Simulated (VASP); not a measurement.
Ga:

```xyz
4
Lattice="2.2615 -3.8305 0.0000 2.2615 3.8305 0.0000 0.0000 0.0000 4.5240" Properties=species:S:1:pos:R:3 pbc="T T T"
Ga    2.2615   -2.6438    0.3664
Ga    2.2615   -1.1867    2.6284
Ga    2.2615    2.6438    4.1576
Ga    2.2615    1.1867    1.8956
```

- Program: VASP 6.6.1
- Task: relaxation of cell and atoms
- Functional: PBEsol
- Potentials or basis: VASP PAW PBE potentials, release 64 (Ga_d)
- Cutoff: 600 eV
- k mesh: 13 × 13 × 11
- Occupations: fermi-dirac, width 0.05 eV
- Spin: no spin polarisation

At the start: pressure -1.5 GPa; volume 19.59 Å³/atom.

Question: How do energy, volume and symmetry change on relaxing?

Answer: Over 23 steps the energy falls by 3.4 meV/atom and the volume is 19.08 Å³/atom (-2.7 %); space group Cmce (No. 64, to 0.05 Å).

Step by step:
```
step  energy change (eV)  largest force (eV/Å)  pressure (GPa)  volume (Å³)
   1              0.0000                0.1504           -1.53        78.38
   2             -0.0131                0.0184           -0.08        76.28
   3             -0.0130                0.0137            0.14        76.18
   4             -0.0131                0.0176            0.02        76.24
   5             -0.0133                0.0162            0.05        76.23
   6             -0.0134                0.0163            0.07        76.21
   7             -0.0135                0.0114           -0.06        76.32
   8             -0.0135                0.0137            0.01        76.32
   9             -0.0135                0.0097           -0.08        76.33
  10             -0.0135                0.0070           -0.12        76.34
  11             -0.0136                0.0032           -0.12        76.37
  12             -0.0136                0.0029           -0.03        76.35
  13             -0.0136                0.0026           -0.05        76.34
  14             -0.0136                0.0028           -0.01        76.32
  15             -0.0136                0.0027           -0.03        76.31
  16             -0.0136                0.0029            0.01        76.30
  17             -0.0136                0.0034           -0.07        76.30
  18             -0.0136                0.0030            0.00        76.30
  19             -0.0136                0.0032            0.02        76.30
  20             -0.0136                0.0025            0.00        76.30
  21             -0.0136                0.0024           -0.03        76.30
  22             -0.0136                0.0025            0.00        76.30
  23             -0.0136                0.0022           -0.02        76.30
```

Final structure:
```
Ga
1.0
     2.23798   -3.79578    0.00000
     2.23798    3.79578    0.00000
     0.00000    0.00000    4.49105
Ga
4
Direct
  0.84408 0.15592 0.08346
  0.65592 0.34408 0.58346
  0.15592 0.84408 0.91654
  0.34408 0.65592 0.41654
```

Caveat: the PAW data sets were made with another functional, which shifts forces and pressure a little.
